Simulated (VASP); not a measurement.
# Be3ZnTe4 (R3m) in VASP: notebook, part 2 of 2

VASP 6.6.1. Earlier steps stand in the parts before.

**3. Relaxation of cell and atoms, PBE**

This run uses another cell than the first one, of 24.41 Å³/atom, 0.996 times its volume.

Input file INCAR:

```
SYSTEM = Be3ZnTe4
  PREC = Accurate
  ENCUT = 520
  EDIFF = 1E-7
  ISMEAR = 0
  SIGMA = 0.03
  LREAL = .FALSE.
  LASPH = .TRUE.
  NELM = 120
  ALGO = Normal
  ISIF = 3
  LWAVE = .FALSE.
  LCHARG = .FALSE.
  GGA = PE
  IBRION = 2
  NSW = 60
  EDIFFG = -0.005
  POTIM = 0.3
  KPAR = 8
```

Input file KPOINTS:

```
regular mesh
0
G
  8 8 8
  0 0 0
```

Input file POSCAR:

```
Be3ZnTe4                                
1.0
    2.0486392410      1.1827824187     13.4328652721
   -2.0486392410      1.1827824187     13.4328652721
    0.0000000000     -2.3655648273     13.4328652721
  Be              Zn              Te            
     3     1     4
Direct
     0.7527247767249134    0.7527247767249134    0.7527247767249121
     0.5000522230457281    0.5000522230457281    0.5000522230457285
     0.2471859984981317    0.2471859984981317    0.2471859984981311
     0.0008695873080223    0.0008695873080223    0.0008695873080223
     0.0666443229690278    0.0666443229690278    0.0666443229690292
     0.8137111122108560    0.8137111122108560    0.8137111122108547
     0.5609854121695842    0.5609854121695842    0.5609854121695858
     0.3078203370737327    0.3078203370737327    0.3078203370737321
```

Potentials or basis: VASP PAW PBE potentials, release 64 (Be, Zn, Te).

Run with:

```
$ cat potpaw_PBE.64/Be/POTCAR potpaw_PBE.64/Zn/POTCAR potpaw_PBE.64/Te/POTCAR > POTCAR
$ mpirun -np 8 vasp_std > vasp.out
```

OUTCAR:

```text
SYSTEM = Be3ZnTe4
   PREC = Accurate
   ENCUT = 520
   EDIFF = 1E-7
   ISMEAR = 0
   LREAL = .FALSE.
   LASPH = .TRUE.
   NELM = 120
   ISIF = 3
   GGA = PE
   IBRION = 2
   NSW = 60
   EDIFFG = -0.005
   POTIM = 0.3

 ion  position               nearest neighbor table
   1  0.753  0.753  0.753-   6 2.46   5 2.49   5 2.49   5 2.49
   2  0.500  0.500  0.500-   7 2.46   6 2.49   6 2.49   6 2.49
   3  0.247  0.247  0.247-   8 2.44   7 2.49   7 2.49   7 2.49
   4  0.001  0.001  0.001-   8 2.59   8 2.59   8 2.59   5 2.65
   5  0.067  0.067  0.067-   1 2.49   1 2.49   1 2.49   4 2.65
   6  0.814  0.814  0.814-   1 2.46   2 2.49   2 2.49   2 2.49
   7  0.561  0.561  0.561-   2 2.46   3 2.49   3 2.49   3 2.49
   8  0.308  0.308  0.308-   3 2.44   4 2.59   4 2.59   4 2.59

  LATTYP: Found a trigonal (rhomboedric) cell.
 ALAT       =    13.6395662104
 COS(alpha) =     0.9548809598
[... 325 lines left out ...]
  ---------------------------------------------------
  ext. energy  EPLUGINS =         0.00000000
  ---------------------------------------------------
  free energy    TOTEN  =       -27.85371111 eV

  energy without entropy =      -27.85371111  energy(sigma->0) =      -27.85371111

 E-fermi :   4.6880     XC(G=0):  -8.9384

 val. band max:        4.5567882670   @ k =   0.0000   0.0000   0.0000
 cond. band min:       6.3195744986   @ k =   0.5000   0.5000   0.0000
 fundamental gap:      1.7627862316
 Fermi energy:         4.6880456332

 k-point     1 :       0.0000    0.0000    0.0000
  band No.  band energies     occupation
      1      -7.7099      2.00000
      2      -7.2687      2.00000
      3      -7.1504      2.00000
      4      -6.5245      2.00000
      5      -2.4837      2.00000
      6      -2.4837      2.00000
[... 685 lines left out ...]
     25       7.9833      0.00000
     26       8.2537      0.00000

 [... further k-points ...]
[... 5 lines left out ...]
  --------------------------------------------------------------------------------------
  -------------------------------------------------------------------------------------
  Total        0.0070644      0.0070644     -0.0183524     -0.0000000     -0.0000000      0.0000000
  in kB        0.0579528      0.0579528     -0.1505542     -0.0000000     -0.0000000      0.0000000
  external PRESSURE =      -0.0115496 kB  Pullay stress =       0.0000000 kB
[... 23 lines left out ...]
  FREE ENERGIE OF THE ION-ELECTRON SYSTEM (eV)
  ---------------------------------------------------
  free  energy   TOTEN  =       -27.8537111098 eV

  energy  without entropy=      -27.8537111098  energy(sigma->0) =      -27.85371111

 reached required accuracy - stopping structural energy minimisation
```

CONTCAR:

```text
Be3ZnTe4
   1.00000000000000
     2.0485287145268254    1.1827186062116084   13.4349307199164159
    -2.0485287145268254    1.1827186062116084   13.4349307199164159
    -0.0000000000000000   -2.3654372023222092   13.4349307199162791
  Be              Zn              Te
     3     1     4
Direct
     0.7527373887289265    0.7527373887289265    0.7527373887289265
     0.5000385602486428    0.5000385602486428    0.5000385602486428
     0.2471569077400052    0.2471569077400052    0.2471569077400052
     0.0008758372063986    0.0008758372063986    0.0008758372063986
     0.0666623356418782    0.0666623356418782    0.0666623356418782
     0.8137329103199599    0.8137329103199599    0.8137329103199599
     0.5609730206943238    0.5609730206943238    0.5609730206943238
     0.3078168094198612    0.3078168094198612    0.3078168094198612

  0.00000000E+00  0.00000000E+00  0.00000000E+00
  0.00000000E+00  0.00000000E+00  0.00000000E+00
  0.00000000E+00  0.00000000E+00  0.00000000E+00
  0.00000000E+00  0.00000000E+00  0.00000000E+00
  0.00000000E+00  0.00000000E+00  0.00000000E+00
  0.00000000E+00  0.00000000E+00  0.00000000E+00
  0.00000000E+00  0.00000000E+00  0.00000000E+00
  0.00000000E+00  0.00000000E+00  0.00000000E+00
```

Run time: 22 min. Hardware: 8 MPI ranks of Intel Xeon 6975P-C (Granite Rapids), shared host; peak memory 2.2 GiB.

Results:

```
Free energy                  : -27.8537 eV
Energy gained by relaxing    : 0.0 meV/atom
Ionic steps                  : 4
Pressure after relaxing      : 0.0 GPa
Largest force after relaxing : 0.005 eV/Å
Band gap on the k mesh       : 1.76 eV, indirect (least direct gap 2.35 eV)
```

Forces on the atoms (eV/Å):
```
Be   0.000  0.000  0.005
Be   0.000  0.000  0.001
Be   0.000  0.000 -0.002
Zn   0.000  0.000  0.002
Te   0.000  0.000  0.002
Te   0.000  0.000 -0.001
Te   0.000  0.000 -0.004
Te   0.000  0.000 -0.003
```

Final structure:
```cif
data_structure
_symmetry_space_group_name_H-M 'P 1'
_symmetry_Int_Tables_number 1
_cell_length_a 13.6416
_cell_length_b 13.6416
_cell_length_c 13.6416
_cell_angle_alpha 17.273
_cell_angle_beta 17.273
_cell_angle_gamma 17.273
_cell_volume 195.30
loop_
_atom_site_label
_atom_site_type_symbol
_atom_site_fract_x
_atom_site_fract_y
_atom_site_fract_z
_atom_site_occupancy
Be1 Be 0.75274 0.75274 0.75274 1
Be2 Be 0.50004 0.50004 0.50004 1
Be3 Be 0.24716 0.24716 0.24716 1
Zn1 Zn 0.00088 0.00088 0.00088 1
Te1 Te 0.06666 0.06666 0.06666 1
Te2 Te 0.81373 0.81373 0.81373 1
Te3 Te 0.56097 0.56097 0.56097 1
Te4 Te 0.30782 0.30782 0.30782 1
```

Caveat: spin-orbit coupling is left out, which moves the levels of the heavy elements. A hybrid or GW would open this gap; PBE tends to underestimate it.
